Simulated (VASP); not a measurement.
Sr2Ag, 6 atoms in the cell. The structure is tetragonal, space group I4/mcm (No. 140). The conventional cell has a = 7.627 Å, b = 7.627 Å, c = 5.872 Å, α = 90.00°, β = 90.00°, γ = 90.00°. Sr (site symmetry m2m) is surrounded by 4 Ag at 3.22 Å and 3 Sr at 3.42 to 3.54 Å. Ag (site symmetry 422) has 2 Ag at 2.94 Å and 8 Sr at 3.22 Å as nearest neighbours. The cell was built by a generator and needn't be a form met in nature.

- Program: VASP 6.6.1
- Task: single point
- Functional: PBE
- Potentials or basis: VASP PAW PBE potentials, release 64 (Sr_sv, Ag)
- Cutoff: 520 eV
- k mesh: 7 × 7 × 7
- Occupations: fermi-dirac, width 0.1 eV
- Spin: no spin polarisation
- Dipole correction: no
- Further INCAR settings: ALGO = Fast; EDIFF = 1e-06; NBANDS = 40

Potentials or basis: VASP PAW PBE potentials, release 64 (Sr_sv, Ag).

The run is started by

```sh
$ cat potpaw_PBE.64/Sr_sv/POTCAR potpaw_PBE.64/Ag/POTCAR > POTCAR
$ mpirun -np 1 vasp_std > vasp.out
```

Hardware: 1 thread of AMD EPYC 9R45 (Zen 5) (shared host).

Problem. Estimate the wall time of this run.

Solution. Run time: 5.6 min on 1 thread of AMD EPYC 9R45 (Zen 5) (shared host), peak memory 0.42 GiB. Counts: scf iterations 17, k points 40.
